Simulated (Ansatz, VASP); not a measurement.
# GeP4: VASP beside Ansatz

INCAR

```
PREC = Accurate ; ENCUT = 520
EDIFF = 1E-6 ; ISMEAR = 0
SIGMA = 0.1 ; LREAL = F
LASPH = T ; NELM = 60
ALGO = Normal ; ISIF = 2
LWAVE = F ; LCHARG = F
GGA = PE ; NBANDS = 25
```

File KPOINTS:

```
regular mesh
0
Gamma
  6 6 4
```

The input POSCAR:

```
GeP4
1.0
    5.1770768600      0.0000000000      0.0000000000
   -2.5885384300      4.4834800800      0.0000000000
    0.0000000000      0.0000000000      4.7553064700
Ge P
1 4
Direct
    0.0000000000      0.0000000000      0.0000000000
    0.3333333300      0.6666666700      0.0000000000
    0.6666666700      0.3333333300      0.0000000000
    0.3333333300      0.6666666700      0.5000000000
    0.6666666700      0.3333333300      0.5000000000
```

Input for Ansatz:

```yaml
crystal:
  lattice:
    - [5.17707686, 0.0, 0.0]
    - [-2.58853843, 4.48348008, 0.0]
    - [0.0, 0.0, 4.75530647]
  atoms:
    - { symbol: Ge, position: [0.0, 0.0, 0.0] }
    - { symbol: P, position: [0.33333333, 0.66666667, 0.0] }
    - { symbol: P, position: [0.66666667, 0.33333333, 0.0] }
    - { symbol: P, position: [0.33333333, 0.66666667, 0.5] }
    - { symbol: P, position: [0.66666667, 0.33333333, 0.5] }
basis:
  ecutwfc: 420
kpoints:
  mp_grid: { grid: [6, 6, 4] }
hamiltonian:
  xc: pbe
scf:
  occupations: { method: gaussian, width: 0.1 }
  lower_state_search: "off"
output:
  forces: true
  stress: true
  eigenvalues: true
```

Alike in both runs: task single point; functional PBE; k mesh 6 × 6 × 4; occupations gaussian, width 0.1 eV; no spin polarisation.

|  | VASP | Ansatz |
| --- | --- | --- |
| version | VASP 6.6.1 | Ansatz 0.2.0 |
| potentials or method | VASP PAW PBE potentials, release 64 (Ge_d, P) | scalar-relativistic, plane waves, PAW |
| plane-wave cutoff (eV) | 520 | 420 |
| valence electrons in the cell | 34 | 34 |

VASP gave:

| Item | Value |
| --- | --- |
| gap on the k mesh at the Fermi level (eV) | none |
| pressure (GPa) | -10.0 |
| largest component of the traceless stress (GPa) | 1.79 |

Task: What did Ansatz give for the same quantities?

Result: gap on the k mesh at the Fermi level (eV): none; pressure (GPa): -9.9; largest component of the traceless stress (GPa): 1.68.

A gap of «none» marks a metal or a gap that the smearing closes. The functional is the same, so the differences come from potentials, cutoffs and numerics.
